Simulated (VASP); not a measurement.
Output of a VASP run:

OUTCAR:
```
 ion  position               nearest neighbor table
   1  0.000  0.000  0.000-
  LATTYP: Found a body centered cubic cell.
 ALAT       =     6.0125239036
 Subroutine PRICEL returns:
 Original cell was already a primitive cell.
 Subroutine GETGRP returns: Found 48 space group operations
The static configuration has the point symmetry O_h .
The dynamic configuration has the point symmetry O_h .
 Subroutine INISYM returns: Found 48 space group operations
 Subroutine IBZKPT returns following result:
 Found     35 irreducible k-points:

 Following reciprocal coordinates:
            Coordinates               Weight
  0.000000  0.000000  0.000000      1.000000
  0.111111  0.000000  0.000000     12.000000
  0.222222  0.000000  0.000000     12.000000
  0.333333  0.000000  0.000000     12.000000
  0.444444  0.000000  0.000000     12.000000
  0.111111  0.111111  0.000000     24.000000
  0.222222  0.111111  0.000000     48.000000
  0.333333  0.111111  0.000000     48.000000
  0.444444  0.111111 -0.000000     24.000000
  0.222222  0.222222  0.000000     24.000000
  0.333333  0.222222 -0.000000     48.000000
  0.333333  0.333333  0.000000      8.000000
  0.111111  0.111111  0.111111      8.000000
  0.222222  0.111111  0.111111     24.000000
  0.333333  0.111111  0.111111     24.000000
 -0.111111  0.111111  0.111111      6.000000
  0.222222  0.222222  0.111111     24.000000
  0.333333  0.222222  0.111111     24.000000
 -0.222222  0.222222  0.111111     24.000000
 -0.333333  0.333333  0.111111     24.000000
 -0.222222  0.333333  0.111111     24.000000
 -0.444444  0.444444  0.111111     24.000000
 -0.333333  0.444444  0.111111     48.000000
 -0.444444 -0.444444  0.111111     24.000000
 -0.333333 -0.444444  0.111111     24.000000
  0.222222  0.222222  0.222222      8.000000
 -0.222222  0.222222  0.222222      6.000000
 -0.333333  0.333333  0.222222     24.000000
 -0.444444  0.444444  0.222222     24.000000
 -0.333333  0.444444  0.222222     24.000000
 -0.444444 -0.444444  0.222222     24.000000
 -0.333333  0.333333  0.333333      6.000000
 -0.444444  0.444444  0.333333     24.000000
 -0.444444 -0.444444  0.333333      8.000000
 -0.444444  0.444444  0.444444      6.000000
   k-points           NKPTS =     35   k-points in BZ     NKDIM =     35   number of bands    NBANDS=      8
   number of dos      NEDOS =    301   number of ions     NIONS =      1
   total plane-waves  NPLWV =  64000
   dimension x,y,z NGX =    40 NGY =   40 NGZ =   40
   dimension x,y,z NGXF=    80 NGYF=   80 NGZF=   80
   ions per type =               1
   PREC   = accura    normal or accurate (medium, high low for compatibility)
   ISTART =      0    job   : 0-new  1-cont  2-samecut
   ICHARG =      2    charge: 1-file 2-atom 10-const
   ISPIN  =      1    spin polarized calculation?
   LNONCOLLINEAR =      F non collinear calculations
   LSORBIT =      F    spin-orbit coupling
   INIWAV =      1    electr: 0-lowe 1-rand  2-diag
   ENCUT  =  520.0 eV  38.22 Ry    6.18 a.u.   9.68  9.68  9.68*2*pi/ulx,y,z
   NELM   =    100;   NELMIN=  2; NELMDL= -5     # of ELM steps
   EDIFF  = 0.1E-06   stopping-criterion for ELM
   LREAL  =      F    real-space projection
   NLSPLINE    = F    spline interpolate recip. space projectors
   LMAXMIX     =    4 max onsite mixed and CHGCAR
   VOSKOWN=      0    Vosko Wilk Nusair interpolation
   EDIFFG = 0.1E-05   stopping-criterion for IOM
   NSW    =      0    number of steps for IOM
   NBLOCK =      1;   KBLOCK =      1    inner block; outer block
   IBRION =     -1    ionic relax: 0-MD 1-quasi-New 2-CG
   NFREE  =      0    steps in history (QN), initial steepest desc. (CG)
   ISIF   =      2    stress and relaxation
   ISYM   =      2    0-nonsym 1-usesym 2-fastsym
   TEIN   =    0.0    initial temperature
   TEBEG  =    0.0;   TEEND  =   0.0 temperature during run
   SMASS  =  -3.00    Nose mass-parameter (am)
...
```

OSZICAR:
```
       N       E                     dE             d eps       ncg     rms          rms(c)
DAV:   1     0.525368739512E+02    0.52537E+02   -0.29851E+03   560   0.786E+02
DAV:   2     0.343631716110E+01   -0.49101E+02   -0.48584E+02   776   0.122E+02
DAV:   3    -0.796263798907E+00   -0.42326E+01   -0.42326E+01   568   0.442E+01
DAV:   4    -0.847396110612E+00   -0.51132E-01   -0.51133E-01   976   0.595E+00
DAV:   5    -0.847478964105E+00   -0.82853E-04   -0.82853E-04   784   0.142E-01    0.134E-01
DAV:   6    -0.847661920992E+00   -0.18296E-03   -0.16515E-03   928   0.237E-01    0.902E-02
DAV:   7    -0.848400458474E+00   -0.73854E-03   -0.36672E-03   664   0.367E-01    0.389E-02
DAV:   8    -0.848517604214E+00   -0.11715E-03   -0.14521E-04   880   0.960E-02    0.433E-03
DAV:   9    -0.848519336928E+00   -0.17327E-05   -0.31833E-06   904   0.112E-02    0.288E-03
DAV:  10    -0.848518673169E+00    0.66376E-06   -0.84547E-07   880   0.572E-03    0.447E-04
DAV:  11    -0.848518810753E+00   -0.13758E-06   -0.16939E-08   640   0.986E-04    0.151E-04
DAV:  12    -0.848518867829E+00   -0.57076E-07   -0.68314E-09   560   0.481E-04
   1 F= -.91641678E+00 E0= -.91601493E+00  d E =-.120554E-02
```

OUTCAR:
```
------------------------ aborting loop because EDIFF is reached ----------------------------------------
  Edisp (eV):   -0.06790
  FORCE on cell =-STRESS in cart. coord.  units (eV):
  Direction    XX          YY          ZZ          XY          YZ          ZX
  --------------------------------------------------------------------------------------
  Total       0.04119     0.04119     0.04119     0.00000     0.00000     0.00000
  in kB       0.60717     0.60717     0.60717     0.00000     0.00000     0.00000
  external pressure =        0.61 kB  Pullay stress =        0.00 kB
  volume of cell :      108.68
      direct lattice vectors                 reciprocal lattice vectors
    -3.006261952  3.006261952  3.006261952     0.000000000  0.166319505  0.166319505
     3.006261952 -3.006261952  3.006261952     0.166319505  0.000000000  0.166319505
     3.006261952  3.006261952 -3.006261952     0.166319505  0.166319505  0.000000000
 POSITION                                       TOTAL-FORCE (eV/Angst)
 -----------------------------------------------------------------------------------
      0.00000      0.00000      0.00000         0.000000     -0.000000     -0.000000
 -----------------------------------------------------------------------------------
    total drift:                                0.000000      0.000000     -0.000000
  FREE ENERGIE OF THE ION-ELECTRON SYSTEM (eV)
  ---------------------------------------------------
  free  energy   TOTEN  =        -0.9164167756 eV

  energy  without entropy=       -0.9152112403  energy(sigma->0) =       -0.91601493
```
(Selected blocks of OUTCAR.)

POSCAR:
```
Cs
1
   -3.0062619518     3.0062619518     3.0062619518
    3.0062619518    -3.0062619518     3.0062619518
    3.0062619518     3.0062619518    -3.0062619518
Cs
1
Direct
  0.0000000000   0.0000000000   0.0000000000
```

Task: Reconstruct the remaining input files.

Result: One answer among several that fit: the input of the run itself, PBE GGA with D4 dispersion, plane waves, VASP's PBE PAW potentials (set 64).

INCAR:
```
SYSTEM=Cs
PREC=Accurate; ENCUT=520; LREAL=.False.
LASPH=.True.
EDIFF=1E-7; NELM=100; ALGO=Normal
LMAXMIX=4
ISMEAR=1; SIGMA=0.1
GGA=PE; IVDW=13
ISIF=2
LWAVE=.False.; LCHARG=.False.
```

### KPOINTS
```
Automatic mesh
0
Gamma
9 9 9
0 0 0
```

POTCAR, in this order: Cs_sv (PBE.64 set). Program: vasp_std.

The compound is Cs in the bcc structure. This cell is one point of a volume scan, at 0.97 of the reference volume.
